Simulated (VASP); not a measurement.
These are PBE GGA with D3 dispersion (zero damping), VASP's PBE PAW potentials (set 64) (plane waves; VASP 6.6.1) values and carry that method's errors.

Input for VASP

### POSCAR
```
InSb
1.0
  0.0000000000   3.2201494873   3.2201494873
  3.2201494873   0.0000000000   3.2201494873
  3.2201494873   3.2201494873   0.0000000000
In Sb
1 1
direct
  0.0000000000   1.0000000000   0.0000000000
  0.2500000000   0.2500000000   0.2500000000
```

**INCAR**
```
GGA = PE
EDIFF = 1E-7   ! SCF stop (eV)
LASPH = T   ! aspherical one-centre terms
LCHARG = F
LREAL = F   ! projection in real space or not
ALGO = Normal   ! blocked Davidson
ISMEAR = 1   ! Methfessel-Paxton
ISIF = 2   ! forces and stress, cell fixed
LWAVE = F
IVDW = 11   ! D3, zero damping
PREC = Accurate
ENCUT = 520
SIGMA = 0.1   ! width (eV)
LMAXMIX = 4   ! l cut-off of mixed one-centre charges
SYSTEM = InSb
NELM = 100   ! most electronic steps
```

KPOINTS:
```
Automatic mesh
0
Gamma
10 10 10
0 0 0
```

POTCAR, in this order: In_d Sb (PBE.64 set). Program: vasp_std.

What VASP printed:

OSZICAR:
```
       N       E                     dE             d eps       ncg     rms          rms(c)
DAV:   1     0.111375803234E+03    0.11138E+03   -0.80660E+03  1222   0.137E+03
DAV:   2     0.347256368342E+00   -0.11103E+03   -0.10853E+03  1282   0.309E+02
DAV:   3    -0.678894494974E+01   -0.71362E+01   -0.70948E+01  1607   0.850E+01
DAV:   4    -0.698396578104E+01   -0.19502E+00   -0.19497E+00  1442   0.166E+01
DAV:   5    -0.699312602442E+01   -0.91602E-02   -0.91601E-02  1809   0.291E+00    0.430E+00
DAV:   6    -0.689238227166E+01    0.10074E+00   -0.18158E-01  1654   0.752E+00    0.250E+00
DAV:   7    -0.687740359839E+01    0.14979E-01   -0.80245E-02  1642   0.312E+00    0.658E-01
DAV:   8    -0.687830728514E+01   -0.90369E-03   -0.82950E-03  1590   0.127E+00    0.290E-01
DAV:   9    -0.687889424896E+01   -0.58696E-03   -0.87538E-04  1393   0.290E-01    0.839E-02
DAV:  10    -0.687898146672E+01   -0.87218E-04   -0.67525E-05  1517   0.668E-02    0.350E-02
DAV:  11    -0.687902294327E+01   -0.41477E-04   -0.70264E-05  1307   0.677E-02    0.182E-02
DAV:  12    -0.687902388225E+01   -0.93899E-06   -0.10889E-06  1555   0.962E-03    0.456E-03
DAV:  13    -0.687902402921E+01   -0.14695E-06   -0.17744E-06  1302   0.103E-02    0.219E-03
DAV:  14    -0.687902404191E+01   -0.12706E-07   -0.20743E-08  1146   0.115E-03
   1 F= -.73526358E+01 E0= -.73527154E+01  d E =0.238687E-03
```

**OUTCAR**
```
------------------------ aborting loop because EDIFF is reached ----------------------------------------
 Edisp (eV)   -0.47361
  FORCE on cell =-STRESS in cart. coord.  units (eV):
  Direction    XX          YY          ZZ          XY          YZ          ZX
  --------------------------------------------------------------------------------------
  Total       1.23772     1.23772     1.23772    -0.00000     0.00000     0.00000
  in kB      29.69437    29.69437    29.69437    -0.00000     0.00000     0.00000
  external pressure =       29.69 kB  Pullay stress =        0.00 kB
  volume of cell :       66.78
      direct lattice vectors                 reciprocal lattice vectors
     0.000000000  3.220149487  3.220149487    -0.155272295  0.155272295  0.155272295
     3.220149487  0.000000000  3.220149487     0.155272295 -0.155272295  0.155272295
     3.220149487  3.220149487  0.000000000     0.155272295  0.155272295 -0.155272295
  FREE ENERGIE OF THE ION-ELECTRON SYSTEM (eV)
  ---------------------------------------------------
  free  energy   TOTEN  =        -7.3526357994 eV

  energy  without entropy=       -7.3528744859  energy(sigma->0) =       -7.35271536
```
(Selected blocks of OUTCAR.)

The compound is InSb in the zinc blende structure. This cell is one point of a volume scan, at 0.94 of the reference volume.
